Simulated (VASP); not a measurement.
Level of theory: RPBE GGA, VASP's PBE PAW potentials (set 64) (plane waves; VASP 6.6.1).

The input files of a VASP run:

File KPOINTS:
```
kpoints
0
Gamma
7 7 7
```

**POSCAR**
```
GaP
1
   -0.0000000000     2.7766892109     2.7766892109
    2.7766892109    -0.0000000000     2.7766892109
    2.7766892109     2.7766892109    -0.0000000000
Ga P
1 1
Direct
  0.0000000000   0.0000000000   0.0000000000
  0.2500000000   0.2500000000   0.2500000000
```

**INCAR**
```
SYSTEM = GaP
PREC = Accurate
ENCUT = 520
EDIFF = 1E-6
NELM = 100
ALGO = Normal
LREAL = .FALSE.
LASPH = .TRUE.
ISMEAR = 0
SIGMA = 0.05
GGA = RP
LMAXMIX = 4
LWAVE = .FALSE.
LCHARG = .FALSE.
IBRION = 2
ISIF = 3
NSW = 60
EDIFFG = -0.01
```

POTCAR, in this order: Ga_d P (PBE.64 set). Program: vasp_std.

What will the output report for the number of irreducible k-points (NKPTS), largest plane-wave count, number of space-group operations, FFT grid (NGX, NGY, NGZ)?

* **number of irreducible k-points (NKPTS)**: 20
* **largest plane-wave count**: 1173
* **number of space-group operations**: 24
* **FFT grid (NGX, NGY, NGZ)**: 30 × 30 × 30

The compound is GaP in the zinc blende structure. It was relaxed first, which changed the volume by +6 %. The start is the result of an earlier pass.
